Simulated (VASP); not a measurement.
Input:

```yaml
crystal:
  lattice:
    - [0.00000, 1.91846, 1.91846]
    - [1.91846, 0.00000, 1.91846]
    - [1.91846, 1.91846, 0.00000]
  atoms:
    - { symbol: Pd, position: [0.00000, 0.00000, 0.00000] }
```

Computed with LDA (Ceperley-Alder, Perdew-Zunger), VASP's LDA PAW potentials (set 64) (plane waves; VASP). Settings: 400 eV cut-off, Gaussian smearing of 0.050 eV, potentials Pd.

Estimate the band gap (along the path) with the smallest direct gap where there is one.

```json
{
  "band gap (along the path)": "none (metal, semimetal or under 0.01 eV)"
}
```

The structure comes from a computed database's Pd entry (Fm-3m); how it stands against other phases isn't given here. It was relaxed first, which changed the volume by -6 %.
